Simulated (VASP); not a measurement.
Computed with PBE GGA, VASP's PBE PAW potentials (set 64) (plane waves; VASP).

A VASP calculation is set up with these files.

**KPOINTS**
```
K-points
0
Gamma
 14 14 14
```

**INCAR**
```
! general
SYSTEM  = Pt
PREC    = Accurate
ENCUT   = 480
LREAL   = .FALSE.
LASPH   = .TRUE.

! electronic loop
EDIFF   = 1E-7
NELM    = 100
ALGO    = Normal
LMAXMIX = 6

! smearing
ISMEAR  = 1
SIGMA   = 0.1

! functional
GGA     = PE

! ions
IBRION  = 2
NSW     = 40
ISIF    = 3
EDIFFG  = -0.01
PSTRESS = 50

! output
LWAVE   = .FALSE.
LCHARG  = .FALSE.
```

**POSCAR**
```
Pt
1.0
  0.0000000000   1.9829815258   1.9829815258
  1.9829815258   0.0000000000   1.9829815258
  1.9829815258   1.9829815258   0.0000000000
Pt
1
direct
  0.0000000000   0.0000000000   0.0000000000
```

POTCAR, in this order: Pt (PBE.64 set). Program: vasp_std.

The resulting files:

**OSZICAR**
```
       N       E                     dE             d eps       ncg     rms          rms(c)
DAV:   1     0.347581511219E+02    0.34758E+02   -0.52867E+03  1992   0.964E+02
DAV:   2    -0.606545193689E+01   -0.40824E+02   -0.39189E+02  1988   0.179E+02
DAV:   3    -0.648382633644E+01   -0.41837E+00   -0.41392E+00  2176   0.185E+01
DAV:   4    -0.648520568344E+01   -0.13793E-02   -0.13794E-02  2196   0.113E+00
DAV:   5    -0.648521452100E+01   -0.88376E-05   -0.88380E-05  2107   0.821E-02    0.117E+01
DAV:   6    -0.614434889671E+01    0.34087E+00   -0.93444E-01  1917   0.872E+00    0.617E+00
DAV:   7    -0.610836970916E+01    0.35979E-01   -0.14515E-01  1997   0.334E+00    0.247E+00
DAV:   8    -0.610514228424E+01    0.32274E-02   -0.41472E-03  2041   0.626E-01    0.458E-01
DAV:   9    -0.610502084836E+01    0.12144E-03   -0.49219E-05  1969   0.733E-02    0.179E-02
DAV:  10    -0.610502568266E+01   -0.48343E-05   -0.20961E-06  2195   0.146E-02    0.271E-03
DAV:  11    -0.610502574656E+01   -0.63901E-07   -0.55431E-08  1495   0.226E-03
   1 F= -.56183436E+01 E0= -.56184655E+01  d E =-.561834E+01
       N       E                     dE             d eps       ncg     rms          rms(c)
DAV:   1    -0.644763579492E+01   -0.34261E+00   -0.97450E+00  1913   0.335E+01    0.518E+00
DAV:   2    -0.606537009488E+01    0.38227E+00   -0.10290E+00  1893   0.924E+00    0.152E+00
DAV:   3    -0.603802433592E+01    0.27346E-01   -0.13500E-01  1950   0.310E+00    0.709E-01
DAV:   4    -0.603940876570E+01   -0.13844E-02   -0.36182E-03  2209   0.474E-01    0.938E-02
DAV:   5    -0.603955063410E+01   -0.14187E-03   -0.90883E-05  2411   0.713E-02    0.144E-02
DAV:   6    -0.603957026231E+01   -0.19628E-04   -0.71535E-06  2205   0.197E-02    0.213E-03
DAV:   7    -0.603957023596E+01    0.26346E-07   -0.96345E-08  1945   0.295E-03
   2 F= -.55858277E+01 E0= -.55859228E+01  d E =0.325159E-01
       N       E                     dE             d eps       ncg     rms          rms(c)
DAV:   1    -0.632527530793E+01   -0.28571E+00   -0.53587E+00  1906   0.248E+01    0.308E+00
DAV:   2    -0.611229726272E+01    0.21298E+00   -0.64756E-01  1876   0.709E+00    0.157E+00
DAV:   3    -0.610006689880E+01    0.12230E-01   -0.59905E-02  1948   0.202E+00    0.881E-01
DAV:   4    -0.610063108459E+01   -0.56419E-03   -0.17990E-03  2119   0.304E-01    0.153E-01
DAV:   5    -0.610070415017E+01   -0.73066E-04   -0.65230E-05  2418   0.578E-02    0.200E-02
DAV:   6    -0.610071203503E+01   -0.78849E-05   -0.35940E-06  2137   0.139E-02    0.116E-03
DAV:   7    -0.610071199830E+01    0.36721E-07   -0.28928E-08  1781   0.160E-03
   3 F= -.56228687E+01 E0= -.56229856E+01  d E =-.452510E-02
```

**OUTCAR**
```
------------------------ aborting loop because EDIFF is reached ----------------------------------------
  FORCE on cell =-STRESS in cart. coord.  units (eV):
  Direction    XX          YY          ZZ          XY          YZ          ZX
  --------------------------------------------------------------------------------------
  Total        0.4692275      0.4692275      0.4692275     -0.0000000      0.0000000      0.0000000
  in kB       49.0984655     49.0984655     49.0984655     -0.0000000      0.0000000      0.0000000
  external PRESSURE =      -0.9015345 kB  Pullay stress =      50.0000000 kB
  volume of cell :       15.31
      direct lattice vectors                 reciprocal lattice vectors
    -0.000000000  1.970903511  1.970903511    -0.253690755  0.253690755  0.253690755
     1.970903511  0.000000000  1.970903511     0.253690755 -0.253690755  0.253690755
     1.970903511  1.970903511 -0.000000000     0.253690755  0.253690755 -0.253690755
 POSITION                                       TOTAL-FORCE (eV/Angst)
 -----------------------------------------------------------------------------------
     -0.00000      0.00000      0.00000         0.000000      0.000000      0.000000
 -----------------------------------------------------------------------------------
    total drift:                                0.000000     -0.000000     -0.000000
  FREE ENERGIE OF THE ION-ELECTRON SYSTEM (eV)
  ---------------------------------------------------
  free  energy   TOTEN  =        -6.1007119983 eV

  energy  without entropy=       -6.1010627515  energy(sigma->0) =       -6.10082892
  enthalpy is  TOTEN    =        -5.6228686915 eV   P V=        0.4778433068

 reached required accuracy - stopping structural energy minimisation
```
(Selected blocks of OUTCAR.)

File CONTCAR:
```
Pt
   1.00000000000000
    -0.0000000000000000    1.9709035110844393    1.9709035110844393
     1.9709035110844393    0.0000000000000000    1.9709035110844393
     1.9709035110844393    1.9709035110844393   -0.0000000000000000
  Pt
     1
Direct
     0.0000000000000000    0.0000000000000000    0.0000000000000000
```

The compound is Pt in the fcc structure. This run relaxes it under an external pressure of 5 GPa. Symmetry was kept, so distortions that lower it aren't found.
